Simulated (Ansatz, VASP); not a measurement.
# Rh (Rh wire along [111], 13 atoms a period): VASP beside Ansatz, part 2 of 2

Aim: how closely do two programs agree when they are given the same cell, functional and k mesh? Of the first pair: The structure shown is the start of the Ansatz relaxation below; VASP solves that cell, so the two are compared at the walk's first step.

VASP 6.6.1 and Ansatz 0.2.0.

So far: Set-up; Ansatz: relaxation, PBE.

**3. VASP: single point, PBE, start cell, pair 1**

Level of this step: PBE; plane waves and PAW (Rh_pv) (VASP).

The same cell, functional, mesh and smearing now go to VASP, with its own data sets.

Lines of VASP's logs that name or quote its potential files are left out, and so is its time.

INCAR

```
SYSTEM = Rh
PREC = Accurate
ENCUT = 400
EDIFF = 1E-06
NELM = 120
ISMEAR = -1
SIGMA = 0.05
LREAL = .FALSE.
ALGO = Normal
GGA = PE
NBANDS = 120
LASPH = .TRUE.
LORBIT = 11
LWAVE = .FALSE.
LCHARG = .FALSE.
ISIF = 2
GGA_COMPAT = .FALSE.
KPAR = 4
```

POSCAR

```
Rh
1.0
   12.2160000000      0.0000000000      0.0000000000
    0.0000000000     11.4910000000      0.0000000000
    0.0000000000      0.0000000000      6.6337550000
Rh
13
Direct
    0.3891527914      0.2958936559      0.0000000000
    0.5000000000      0.5000000000      0.0000000000
    0.6108472086      0.2958936559      0.0000000000
    0.7216944171      0.5000000000      0.0000000000
    0.3891527914      0.4319645810      0.3333333836
    0.5000000000      0.6360709251      0.3333333836
    0.6108472086      0.4319645810      0.3333333836
    0.3891527914      0.5680354190      0.6666666164
    0.5000000000      0.3639290749      0.6666666164
    0.6108472086      0.5680354190      0.6666666164
    0.2783055828      0.5000000000      0.0000000000
    0.3891527914      0.7041063441      0.0000000000
    0.6108472086      0.7041063441      0.0000000000
```

KPOINTS

```
Automatic mesh
0
Gamma
1 1 13
0 0 0
```

PAW data sets: Rh_pv (PBE family, release 64).

Run with:

```bash
$ mpirun -np 4 vasp_std
```

Numbers of over 12 decimals in the logs are rounded to 6 here.

The log of the run:

```text
[banner, memory and clock lines left out]
running    4 mpi-ranks, on    1 nodes
 distrk:  each k-point on    1 cores,    4 groups
 distr:  one band on    1 cores,    1 groups

 POSCAR found type information on POSCAR Rh
 POSCAR found :  1 types and      13 ions
 LDA part: xc-table for (Slater+PW92), standard interpolation
 POSCAR, INCAR and KPOINTS ok, starting setup
 FFT: planning ... GRIDC
 FFT: planning ... GRID_SOFT
 FFT: planning ... GRID
 WAVECAR not read
 entering main loop
       N       E                     dE             d eps       ncg     rms          rms(c)
DAV:   1     0.135301211022E+04    0.13530E+04   -0.10484E+05  2224   0.114E+03
DAV:   2    -0.125004343483E+02   -0.13655E+04   -0.13152E+04  1888   0.345E+02
DAV:   3    -0.746801431134E+02   -0.62180E+02   -0.54910E+02  1912   0.632E+01
DAV:   4    -0.768171813161E+02   -0.21370E+01   -0.20696E+01  1960   0.104E+01
DAV:   5    -0.768803109400E+02   -0.63130E-01   -0.63030E-01  2104   0.169E+00    0.209E+01
DAV:   6    -0.730991172132E+02    0.37812E+01   -0.17205E+01  1744   0.147E+01    0.172E+01
DAV:   7    -0.845472304610E+02   -0.11448E+02   -0.32230E+01  1848   0.385E+01    0.373E+01
DAV:   8    -0.723255836932E+02    0.12222E+02   -0.10670E+01  1856   0.142E+01    0.134E+01
DAV:   9    -0.718280505748E+02    0.49753E+00   -0.40305E+00  1816   0.873E+00    0.125E+01
DAV:  10    -0.715757752990E+02    0.25228E+00   -0.37968E+00  1864   0.824E+00    0.986E+00
DAV:  11    -0.710142553053E+02    0.56152E+00   -0.16336E+00  1808   0.540E+00    0.383E+00
DAV:  12    -0.709304279694E+02    0.83827E-01   -0.37950E-01  1784   0.308E+00    0.226E+00
DAV:  13    -0.709389140105E+02   -0.84860E-02   -0.13962E-01  1784   0.196E+00    0.267E+00
DAV:  14    -0.709121145216E+02    0.26799E-01   -0.11641E-01  1792   0.164E+00    0.209E+00
[...]
DAV:  22    -0.708946858651E+02   -0.80678E-03   -0.73122E-05  1600   0.180E-02    0.120E-02
DAV:  23    -0.708950640452E+02   -0.37818E-03   -0.35771E-05  1664   0.107E-02    0.195E-02
DAV:  24    -0.708952527923E+02   -0.18875E-03   -0.32104E-05  1568   0.117E-02    0.750E-03
DAV:  25    -0.708952776224E+02   -0.24830E-04   -0.60777E-06  1632   0.422E-03    0.364E-03
DAV:  26    -0.708952799202E+02   -0.22978E-05   -0.45056E-07  1104   0.146E-03    0.178E-03
DAV:  27    -0.708952819657E+02   -0.20455E-05   -0.25744E-07  1032   0.877E-04    0.794E-04
DAV:  28    -0.708952834356E+02   -0.14699E-05   -0.22206E-07  1032   0.689E-04    0.503E-04
DAV:  29    -0.708952838353E+02   -0.39965E-06   -0.68810E-08  1040   0.388E-04
   1 F= -.70895284E+02 E0= -.70616263E+02  d E =-.558042E+00
```

From OUTCAR (step 3):

```text
ion  position               nearest neighbor table
   1  0.389  0.296  0.000-   2 2.71  11 2.71   3 2.71   9 2.71   5 2.71
   2  0.500  0.500  0.000-   1 2.71   3 2.71  12 2.71  13 2.71   4 2.71  11 2.71  10 2.71   5 2.71
                             7 2.71   8 2.71   6 2.71   9 2.71
   3  0.611  0.296  0.000-   4 2.71   2 2.71   1 2.71   9 2.71   7 2.71
   4  0.722  0.500  0.000-   3 2.71  13 2.71   2 2.71  10 2.71   7 2.71
   5  0.389  0.432  0.333-   8 2.71   6 2.71   9 2.71   7 2.71   2 2.71  11 2.71   1 2.71
   6  0.500  0.636  0.333-   5 2.71   7 2.71   8 2.71  10 2.71  12 2.71  13 2.71   2 2.71
   7  0.611  0.432  0.333-  10 2.71   6 2.71   9 2.71   5 2.71   4 2.71   2 2.71   3 2.71
   8  0.389  0.568  0.667-   5 2.71   9 2.71   6 2.71  10 2.71   2 2.71  11 2.71  12 2.71
   9  0.500  0.364  0.667-   8 2.71  10 2.71   5 2.71   7 2.71   1 2.71   3 2.71   2 2.71
  10  0.611  0.568  0.667-   7 2.71   9 2.71   6 2.71   8 2.71   4 2.71   2 2.71  13 2.71
  11  0.278  0.500  0.000-   1 2.71  12 2.71   2 2.71   8 2.71   5 2.71
  12  0.389  0.704  0.000-   2 2.71  11 2.71  13 2.71   6 2.71   8 2.71
  13  0.611  0.704  0.000-   4 2.71   2 2.71  12 2.71   6 2.71  10 2.71

  LATTYP: Found a simple orthorhombic cell.
 ALAT       =     6.6337550000
 B/A-ratio  =     1.7322014455
 C/A-ratio  =     1.8414909806

 Subroutine GETGRP returns: Found  4 space group operations
 (whereof  4 operations were pure point group operations)

The static configuration has the point symmetry C_2h.

 Found      7 irreducible k-points:

   k-points           NKPTS =      7   k-points in BZ     NKDIM =      7   number of bands    NBANDS=    120

   dimension x,y,z NGX =    80 NGY =   80 NGZ =   48
   dimension x,y,z NGXF=   160 NGYF=  160 NGZF=   96

   ENCUT  =  400.0 eV  29.40 Ry    5.42 a.u.  19.92 18.74 10.82*2*pi/ulx,y,z

   NELECT =     195.0000    total number of electrons

 k-points in reciprocal lattice and weights: Automatic mesh
   0.00000000  0.00000000  0.00000000       0.077
   0.00000000  0.00000000  0.07692308       0.154
   0.00000000  0.00000000  0.15384615       0.154
   0.00000000  0.00000000  0.23076923       0.154
   0.00000000  0.00000000  0.30769231       0.154
   0.00000000  0.00000000  0.38461538       0.154
   0.00000000  0.00000000  0.46153846       0.154

 average (electrostatic) potential at core
       1 -82.8986       2 -84.0955       3 -82.8986       4 -82.8972       5 -83.3801
       6 -83.3789       7 -83.3801       8 -83.3801       9 -83.3789      10 -83.3801
      11 -82.8972      12 -82.8986      13 -82.8986

 E-fermi :  -1.4080

 k-point     1 :       0.0000    0.0000    0.0000
  band No.  band energies     occupation
    ...
     98      -1.4811      1.62392
     99      -1.4722      1.56677
    100      -1.4656      1.52035
    101      -1.3756      0.68750
    102      -1.3721      0.65578
    103      -1.3094      0.24450
    104      -0.9774      0.00036
    105      -0.9743      0.00034
    106      -0.8878      0.00006
    107      -0.6897      0.00000
    ...

 k-point     2 :       0.0000    0.0000    0.0769
  band No.  band energies     occupation
    ...
     98      -1.4707      1.55634
     99      -1.4677      1.53542
    100      -1.4659      1.52241
    101      -1.3684      0.62417
    102      -1.3653      0.59723
    103      -1.3096      0.24550
    104      -0.9851      0.00042
    105      -0.9822      0.00040
    106      -0.9390      0.00017
    107      -0.7109      0.00000
    ...

 k-point     3 :       0.0000    0.0000    0.1538
  band No.  band energies     occupation
    ...
     96      -1.4674      1.53301
     97      -1.4559      1.44542
     98      -1.4551      1.43970
     99      -1.4298      1.21485
    100      -1.4289      1.20617
    101      -1.3320      0.35919
    102      -1.3305      0.35059
    103      -1.3101      0.24737
    104      -1.0208      0.00087
    105      -1.0078      0.00067
    ...

  Total      -21.1982072    -21.4268471    -26.2219043      0.0000000      0.0119923      0.0000000
  in kB      -36.4723241    -36.8657078    -45.1157866      0.0000000      0.0206332      0.0000000
  external PRESSURE =     -39.4846061 kB  Pullay stress =       0.0000000 kB

  energy-cutoff  :      400.00
  volume of cell :      931.21
      direct lattice vectors                 reciprocal lattice vectors
    12.216000000  0.000000000  0.000000000     0.081859856  0.000000000  0.000000000
     0.000000000 11.491000000  0.000000000     0.000000000  0.087024628  0.000000000
     0.000000000  0.000000000  6.633755000     0.000000000  0.000000000  0.150744186

 POSITION                                       TOTAL-FORCE (eV/Angst)
 -----------------------------------------------------------------------------------
      4.75389      3.40011      0.00000         0.867701      1.514838      0.002068
      6.10800      5.74550      0.00000         0.000000      0.000000      0.000000
      7.46211      3.40011      0.00000        -0.867701      1.514838      0.002068
      8.81622      5.74550      0.00000        -1.732575     -0.000000      0.000000
      4.75389      4.96371      2.21125         1.070131      0.620820      0.293502
      6.10800      7.30909      2.21125         0.000000     -1.239235      0.296912
      7.46211      4.96371      2.21125        -1.070131      0.620820      0.293502
      4.75389      6.52729      4.42250         1.070131     -0.620820     -0.293502
      6.10800      4.18191      4.42250         0.000000      1.239235     -0.296912
      7.46211      6.52729      4.42250        -1.070131     -0.620820     -0.293502
      3.39978      5.74550      0.00000         1.732575      0.000000      0.000000
      4.75389      8.09089      0.00000         0.867701     -1.514838     -0.002068
      7.46211      8.09089      0.00000        -0.867701     -1.514838     -0.002068
 -----------------------------------------------------------------------------------
    total drift:                                0.000002     -0.000000      0.000000

  FREE ENERGIE OF THE ION-ELECTRON SYSTEM (eV)
  ---------------------------------------------------
  free  energy   TOTEN  =       -70.8952838353 eV

  energy  without entropy=      -70.3372417392  energy(sigma->0) =      -70.61626279

 total charge
# of ion       s       p       d       tot
------------------------------------------
    1        0.331   6.080   7.183  13.594
    2        0.387   6.285   6.983  13.656
    3        0.331   6.080   7.183  13.594
    4        0.331   6.080   7.183  13.594
    5        0.353   6.156   7.066  13.576
    6        0.353   6.156   7.067  13.576
    7        0.353   6.156   7.066  13.576
    8        0.353   6.156   7.066  13.576
    9        0.353   6.156   7.067  13.576
   10        0.353   6.156   7.066  13.576
   11        0.331   6.080   7.183  13.594
   12        0.331   6.080   7.183  13.594
   13        0.331   6.080   7.183  13.594
--------------------------------------------------
tot          4.492  79.701  92.480 176.674

[... 3 further parts left out ...]
```

This run has no spin polarisation. Its electron count is odd, so without a moment it is a metal by construction.

**4. Differences**

Known differences besides the potentials themselves: the data sets hold 221 valence electrons in Ansatz (on its PAW soft_1 files) and 195 in VASP; the cutoff is 420 eV in Ansatz and 400 eV in VASP. Total energies have different zeros and are not compared.

Forces on 9 of the 13 atoms, those with the largest forces and the largest differences (eV/Å; atoms numbered as in POSCAR):

```csv
atom,"Ansatz x, y, z","VASP x, y, z"
Rh1,"0.867, 1.514, 0.002","0.868, 1.515, 0.002"
Rh3,"-0.867, 1.514, 0.002","-0.868, 1.515, 0.002"
Rh4,"-1.730, 0.000, 0.000","-1.733, 0.000, 0.000"
Rh5,"1.072, 0.622, 0.294","1.070, 0.621, 0.294"
Rh6,"0.000, -1.242, 0.298","0.000, -1.239, 0.297"
Rh9,"0.000, 1.242, -0.298","0.000, 1.239, -0.297"
Rh11,"1.730, 0.000, 0.000","1.733, 0.000, 0.000"
Rh12,"0.867, -1.514, -0.002","0.868, -1.515, -0.002"
Rh13,"-0.867, -1.514, -0.002","-0.868, -1.515, -0.002"
```

The forces differ by 1.3 meV/Å r.m.s., which is 0.2 % of the r.m.s. force of 0.846 eV/Å (both taken over all components).

**5. Ansatz: relaxation, PBE**

This run makes the geometry at which the two programs are then compared. The cell compared in this pair holds 893.76 Å³, against 931.21 Å³ for the pair before.

The structure compared here is the end of the Ansatz relaxation.

input.yaml

```yaml
crystal:
  lattice:
    - [12.216, 0.0, 0.0]
    - [0.0, 11.491, 0.0]
    - [0.0, 0.0, 6.633754593]
  atoms:
    - { symbol: Rh, position: [0.389170718, 0.295883735, 0.0] }
    - { symbol: Rh, position: [0.500017925, 0.499990117, 0.0] }
    - { symbol: Rh, position: [0.610865132, 0.295883735, 0.0] }
    - { symbol: Rh, position: [0.72171234, 0.499990117, 0.0] }
    - { symbol: Rh, position: [0.389170718, 0.431954656, 0.333333333] }
    - { symbol: Rh, position: [0.500017925, 0.636061037, 0.333333333] }
    - { symbol: Rh, position: [0.610865132, 0.431954656, 0.333333333] }
    - { symbol: Rh, position: [0.389170718, 0.568025577, 0.666666667] }
    - { symbol: Rh, position: [0.500017925, 0.363919196, 0.666666667] }
    - { symbol: Rh, position: [0.610865132, 0.568025577, 0.666666667] }
    - { symbol: Rh, position: [0.27832351, 0.499990117, 0.0] }
    - { symbol: Rh, position: [0.389170718, 0.704096498, 0.0] }
    - { symbol: Rh, position: [0.610865132, 0.704096498, 0.0] }
kpoints:
  mp_grid: { grid: [1, 1, 13] }
scf:
  occupations: { method: fermi_dirac, width: 0.05 }
hamiltonian:
  xc: pbe
  pseudopotentials: { kind: paw, azcp: { folder: soft_1 } }
relax:
  cell: { fix: [a, b, alpha, beta, gamma] }
  max_steps: 45
  f_tol: 0.03
```

Run with:

```bash
$ ansatz run input.yaml --threads 4 --pin off --max-ram 16384MiB --backend cpu --events-out ev --progress --plain --runs-dir out
```

The log of the run:

```text
[...]
Crystal: 13 atoms, lattice volume = 931.207 Å³
Basis set: ecut = 420 eV, 18193 PW (Γ), exchange–correlation on 180×160×90 points (8 copies of the dense FFT grid, shifted against one another)
Bands: 133, of which v1, the nominal top of the filled ones, is band 111 counted from 1 (110 counted from 0)
Symmetry: 4 space group operations
[...]
k-points: 7 of 13
[...]
- { symbol: Rh, position: [0.606664, 0.434632, 0.340682] }
    - { symbol: Rh, position: [0.393371, 0.565368, 0.659318] }
    - { symbol: Rh, position: [0.500018, 0.369156, 0.659117] }
    - { symbol: Rh, position: [0.606664, 0.565368, 0.659318] }
    - { symbol: Rh, position: [0.290531, 0.5, 1.1864910980751244e-19] }
    - { symbol: Rh, position: [0.395365, 0.692643, 6.948626317768565e-5] }
    - { symbol: Rh, position: [0.604671, 0.692643, 6.948626317768565e-5] }
[key lines of the parts left out:]
SCF converged after 9 iterations
Free energy (F): -83216.362685 eV
Fermi energy:    0.815069 eV
P = ⅓ Tr σ = 0.0232 GPa (0.232 kbar)
```

**6. VASP: single point, PBE, relaxed cell, pair 2**

The same cell, functional, mesh and smearing now go to VASP, with its own data sets.

Edit INCAR of step 3 so:

```diff
@@ -2,3 +2,3 @@
 PREC = Accurate
-ENCUT = 400
+ENCUT = 500
 EDIFF = 1E-06
```

POSCAR

```
Rh
1.0
   12.2160000000      0.0000000000      0.0000000000
    0.0000000000     11.4910000000      0.0000000000
    0.0000000000      0.0000000000      6.3669912352
Rh
13
Direct
    0.3953473170      0.3073573868      0.9999305137
    0.5000000000      0.5000000000      0.0000000000
    0.6046526830      0.3073573868      0.9999305137
    0.7094864610      0.5000000000      0.0000000000
    0.3933534878      0.4346321028      0.3406824026
    0.5000000000      0.6308444818      0.3408830628
    0.6066465122      0.4346321028      0.3406824026
    0.3933534878      0.5653678972      0.6593175974
    0.5000000000      0.3691555182      0.6591169372
    0.6066465122      0.5653678972      0.6593175974
    0.2905135390      0.5000000000      0.0000000000
    0.3953473170      0.6926426132      0.0000694863
    0.6046526830      0.6926426132      0.0000694863
```

KPOINTS is that of step 3.

Run with:

```bash
$ mpirun -np 4 vasp_std
```

The log of the run:

```text
[... set-up lines as in an earlier step ...]
 entering main loop
       N       E                     dE             d eps       ncg     rms          rms(c)
DAV:   1     0.158745068839E+04    0.15875E+04   -0.11421E+05  2208   0.136E+03
DAV:   2    -0.111299789135E+02   -0.15986E+04   -0.15423E+04  1856   0.384E+02
DAV:   3    -0.769907564374E+02   -0.65861E+02   -0.59694E+02  1944   0.704E+01
DAV:   4    -0.788761781674E+02   -0.18854E+01   -0.18394E+01  1848   0.106E+01
[...]
DAV:  26    -0.726628726988E+02   -0.13616E-05   -0.19945E-07  1088   0.168E-03    0.776E-04
DAV:  27    -0.726628740381E+02   -0.13392E-05   -0.16773E-07  1032   0.638E-04    0.475E-04
DAV:  28    -0.726628745219E+02   -0.48381E-06   -0.54654E-08  1048   0.494E-04
   1 F= -.72662875E+02 E0= -.72454657E+02  d E =-.416434E+00
```

Parts of OUTCAR (step 6):

```text
  Total        0.1838042      0.1608810     -0.0040985      0.0000000      0.0181260      0.0000000
  in kB        0.3294921      0.2883994     -0.0073470      0.0000000      0.0324931      0.0000000
  external PRESSURE =       0.2035148 kB  Pullay stress =       0.0000000 kB

 POSITION                                       TOTAL-FORCE (eV/Angst)
 -----------------------------------------------------------------------------------
      4.82956      3.53184      6.36655         0.006460      0.003280     -0.000162
      6.10800      5.74550      0.00000         0.000000      0.000000      0.000000
      7.38644      3.53184      6.36655        -0.006460      0.003280     -0.000162
      8.66709      5.74550      0.00000        -0.001156      0.000000      0.000000
      4.80521      4.99436      2.16912         0.000343      0.001984      0.000651
      6.10800      7.24903      2.17040         0.000000     -0.002535      0.000929
      7.41079      4.99436      2.16912        -0.000343      0.001984      0.000651
      4.80521      6.49664      4.19787         0.000343     -0.001984     -0.000651
      6.10800      4.24197      4.19659         0.000000      0.002535     -0.000929
      7.41079      6.49664      4.19787        -0.000343     -0.001984     -0.000651
      3.54891      5.74550      0.00000         0.001156     -0.000000      0.000000
      4.82956      7.95916      0.00044         0.006460     -0.003280      0.000162
      7.38644      7.95916      0.00044        -0.006460     -0.003280      0.000162
 -----------------------------------------------------------------------------------
    total drift:                               -0.000000      0.000000      0.000000

  FREE ENERGIE OF THE ION-ELECTRON SYSTEM (eV)
  ---------------------------------------------------
  free  energy   TOTEN  =       -72.6628745219 eV

  energy  without entropy=      -72.2464404525  energy(sigma->0) =      -72.45465749

[... 1 part as in an earlier step ...]

[... 2 further parts left out ...]
[key lines of the parts left out:]
E-fermi :  -1.2910
```

**7. Differences**

What differs besides the data sets and the points named for the pairs above, as far as they apply: the data sets hold 221 valence electrons in Ansatz (on its PAW soft_1 files) and 195 in VASP; the cutoff is 420 eV in Ansatz and 500 eV in VASP; Ansatz's pressure holds a Pulay correction, VASP's none. Total energies have different zeros and are not compared.

Compared:

```csv
quantity,Ansatz,VASP,difference
pressure (GPa),0.02,0.02,0.00
```

At this near-relaxed geometry the largest component of a force difference is 10 meV/Å.

**8. Outcome**

* r.m.s. force difference (single point, PBE, start cell, pair 1): 0.15 % of the r.m.s. force
* difference in pressure (single point, PBE, relaxed cell, pair 2): 0.0028 GPa

In words: The r.m.s. force difference is 0.15 % of the r.m.s. force (single point, PBE, start cell, pair 1), within the 3 % picked in this series as the mark of a large difference. The data sets hold unlike numbers of valence electrons (221 in Ansatz and 195 in VASP), so part of the differences comes from the potentials. Such differences can come from data sets, numerical settings and the points named under the comparisons, not from the functional's error against experiment.

[Lines on the potential files, build, host, timing and source positions are cut from VASP's logs without a mark.]

[Logs are printed without paths, hosts, clocks, repeated set-up lines and the standing remarks that a program may print on its own settings, such as how far it seeks lower states.]

[Hosts, paths, dates, database ids (printed as entryN), source tags and the programs' standing remarks are cut or masked in the printed files.]
